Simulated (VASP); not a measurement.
Level of theory: PBE GGA, VASP's PBE PAW potentials (set 64) (plane waves; VASP 6.6.1).

A VASP calculation is set up with these files.

### POSCAR
```
TiSe
1
    3.6400000000     0.0000000000     0.0000000000
    0.0000000000     3.6400000000     0.0000000000
    0.0000000000     0.0000000000     3.6400000000
Ti Se
1 1
Direct
  0.0000000000   0.0000000000   0.0000000000
  0.5000000000   0.5000000000   0.5000000000
```

### INCAR
```
ALGO=Normal
EDIFF=1E-6
EDIFFG=-0.01
ENCUT=400
GGA=PE
IBRION=2
ISIF=3
ISMEAR=1
LASPH=.TRUE.
LCHARG=.FALSE.
LMAXMIX=4
LREAL=.FALSE.
LWAVE=.FALSE.
NELM=100
NSW=60
PREC=Accurate
SIGMA=0.1
SYSTEM=TiSe
```

File KPOINTS:
```
Automatic mesh
0
Gamma
9 9 9
0 0 0
```

POTCAR, in this order: Ti_sv Se (PBE.64 set). Program: vasp_std.

The run wrote:

**OSZICAR**
```
       N       E                     dE             d eps       ncg     rms          rms(c)
DAV:   1     0.118242133423E+03    0.11824E+03   -0.77515E+03   910   0.115E+03
DAV:   2    -0.323134037468E+01   -0.12147E+03   -0.11874E+03   945   0.313E+02
DAV:   3    -0.135510533305E+02   -0.10320E+02   -0.10140E+02  1455   0.872E+01
DAV:   4    -0.139024954295E+02   -0.35144E+00   -0.34731E+00  1153   0.144E+01
DAV:   5    -0.139203471651E+02   -0.17852E-01   -0.17345E-01  1386   0.274E+00    0.825E+00
DAV:   6    -0.121193146471E+02    0.18010E+01   -0.18021E+01  1422   0.344E+01    0.481E+00
DAV:   7    -0.117912990856E+02    0.32802E+00   -0.30561E+00  1297   0.170E+01    0.196E+00
DAV:   8    -0.117640635220E+02    0.27236E-01   -0.46475E-01  1297   0.570E+00    0.906E-01
DAV:   9    -0.117491876990E+02    0.14876E-01   -0.60917E-02  1216   0.289E+00    0.202E-01
DAV:  10    -0.117500129083E+02   -0.82521E-03   -0.83081E-03  1320   0.680E-01    0.158E-01
DAV:  11    -0.117494947942E+02    0.51811E-03   -0.30034E-03  1342   0.505E-01    0.311E-02
DAV:  12    -0.117494910663E+02    0.37279E-05   -0.84987E-05  1145   0.825E-02    0.125E-02
DAV:  13    -0.117494889519E+02    0.21144E-05   -0.22648E-05  1319   0.320E-02    0.548E-03
DAV:  14    -0.117494883027E+02    0.64926E-06   -0.17612E-06   842   0.935E-03
   1 F= -.11749488E+02 E0= -.11750269E+02  d E =-.117495E+02
       N       E                     dE             d eps       ncg     rms          rms(c)
DAV:   1    -0.480491674393E+02   -0.36300E+02   -0.85203E+02   930   0.337E+02    0.476E+01
DAV:   2    -0.162999454759E+02    0.31749E+02   -0.82963E+01   925   0.156E+02    0.156E+01
DAV:   3    -0.126317013676E+02    0.36682E+01   -0.20508E+01  1297   0.424E+01    0.693E+00
DAV:   4    -0.129761633848E+02   -0.34446E+00   -0.44387E+00  1209   0.210E+01    0.351E+00
DAV:   5    -0.127988413582E+02    0.17732E+00   -0.71380E-01  1250   0.966E+00    0.252E+00
DAV:   6    -0.129271172380E+02   -0.12828E+00   -0.35131E-01  1237   0.493E+00    0.109E+00
DAV:   7    -0.129899748334E+02   -0.62858E-01   -0.24183E-01  1270   0.242E+00    0.757E-01
DAV:   8    -0.129873702874E+02    0.26045E-02   -0.11371E-02   951   0.106E+00    0.151E-01
DAV:   9    -0.129873492778E+02    0.21010E-04   -0.10761E-03  1281   0.379E-01    0.329E-02
DAV:  10    -0.129873453226E+02    0.39552E-05   -0.33125E-05  1060   0.636E-02    0.118E-02
DAV:  11    -0.129873421788E+02    0.31438E-05   -0.10601E-05  1184   0.376E-02    0.429E-03
DAV:  12    -0.129873420517E+02    0.12715E-06   -0.89043E-07   528   0.121E-02
   2 F= -.12987342E+02 E0= -.12987447E+02  d E =-.123785E+01
       N       E                     dE             d eps       ncg     rms          rms(c)
DAV:   1    -0.138587085051E+02   -0.87137E+00   -0.18239E+01   970   0.609E+01    0.793E+00
DAV:   2    -0.131980050846E+02    0.66070E+00   -0.55960E+00  1049   0.302E+01    0.209E+00
DAV:   3    -0.130302291576E+02    0.16778E+00   -0.51677E-01  1111   0.795E+00    0.839E-01
DAV:   4    -0.130259558381E+02    0.42733E-02   -0.17750E-01  1055   0.283E+00    0.453E-01
DAV:   5    -0.130348212776E+02   -0.88654E-02   -0.20560E-02  1280   0.129E+00    0.359E-01
DAV:   6    -0.130383854479E+02   -0.35642E-02   -0.11510E-02  1260   0.819E-01    0.950E-02
DAV:   7    -0.130384176133E+02   -0.32165E-04   -0.15787E-03  1223   0.290E-01    0.107E-01
DAV:   8    -0.130383246627E+02    0.92951E-04   -0.40857E-04  1168   0.203E-01    0.237E-02
DAV:   9    -0.130383107133E+02    0.13949E-04   -0.68849E-05  1244   0.708E-02    0.153E-02
DAV:  10    -0.130383119051E+02   -0.11918E-05   -0.28744E-06   908   0.151E-02    0.121E-02
DAV:  11    -0.130383132725E+02   -0.13674E-05   -0.14931E-06   826   0.860E-03    0.636E-03
DAV:  12    -0.130383131299E+02    0.14266E-06   -0.80992E-07   485   0.776E-03
   3 F= -.13038313E+02 E0= -.13038657E+02  d E =-.128882E+01
```

**OUTCAR**
```
------------------------ aborting loop because EDIFF is reached ----------------------------------------
  FORCE on cell =-STRESS in cart. coord.  units (eV):
  Direction    XX          YY          ZZ          XY          YZ          ZX
  --------------------------------------------------------------------------------------
  Total       -0.0072991     -0.0072991     -0.0072991      0.0000000      0.0000000     -0.0000000
  in kB       -0.3552605     -0.3552605     -0.3552605      0.0000000      0.0000000     -0.0000000
  external PRESSURE =      -0.3552605 kB  Pullay stress =       0.0000000 kB
  volume of cell :       32.92
      direct lattice vectors                 reciprocal lattice vectors
     3.204867656  0.000000000  0.000000000     0.312025365 -0.000000000  0.000000000
     0.000000000  3.204867656  0.000000000    -0.000000000  0.312025365  0.000000000
    -0.000000000 -0.000000000  3.204867656    -0.000000000 -0.000000000  0.312025365
 POSITION                                       TOTAL-FORCE (eV/Angst)
 -----------------------------------------------------------------------------------
      0.00000      0.00000      0.00000         0.000000      0.000000      0.000000
      1.60243      1.60243      1.60243        -0.000000     -0.000000      0.000000
 -----------------------------------------------------------------------------------
    total drift:                               -0.000000      0.000000      0.000000
  FREE ENERGIE OF THE ION-ELECTRON SYSTEM (eV)
  ---------------------------------------------------
  free  energy   TOTEN  =       -13.0383131299 eV

  energy  without entropy=      -13.0393441678  energy(sigma->0) =      -13.03865681

 reached required accuracy - stopping structural energy minimisation
```
(Selected blocks of OUTCAR.)

### CONTCAR
```
TiSe
   1.00000000000000
     3.2048676563553316    0.0000000000000000    0.0000000000000000
     0.0000000000000000    3.2048676563553316    0.0000000000000000
    -0.0000000000000000   -0.0000000000000000    3.2048676563553316
  Ti              Se
     1     1
Direct
     0.0000000000000000    0.0000000000000000    0.0000000000000000
     0.5000000000000000    0.5000000000000000    0.5000000000000000
```

Energy and stress use the plane-wave basis of the starting cell.

The structure was generated: TiSe was put into the CsCl type type (Pm-3m), which need not be its known phase. This run relaxes it. Symmetry was kept, so distortions that lower it aren't found.
